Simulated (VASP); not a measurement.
# Ga$_{4}$PSb$_{3}$ (ordered alloy cell): computed properties

These are PBEsol GGA, VASP's PBE PAW potentials (set 64) (plane waves; VASP) values and carry that method's errors.

```json
{
 "space_group": "R3m (160)",
 "cell": "a = b = 4.207 Å, c = 41.226 Å, α = β = 90.00°, γ = 120.00°",
 "volume_per_atom": "26.33 Å³/atom",
 "band gap (over mesh and band path)": "none (metal, semimetal or under 0.01 eV)",
 "density": "5.32 g/cm³"
}
```

```xyz
8
Lattice="0.0000 2.9746 2.9746 2.9746 0.0000 2.9746 11.9000 11.9000 -0.0016" Properties=species:S:1:pos:R:3 pbc="T T T"
Ga    11.7740    11.7740     0.1244
Ga     2.9309     2.9309     0.0437
Ga     8.9612     8.9612     5.9118
Ga    12.0232    12.0232     5.8244
Sb     1.4115     1.4115     1.5631
Sb     4.4650     4.4650     1.4842
Sb     7.5185     7.5185     1.4053
P     10.4146    10.4146     1.4838
```

Unless said otherwise, spin-orbit coupling is left out, though it shifts the bands of the heavy elements here.

The structure was generated: Ga4PSb3 was put into an ordered model structure (R3m), which need not be its known phase. It was relaxed first. Symmetry was kept, so distortions that lower it aren't found.
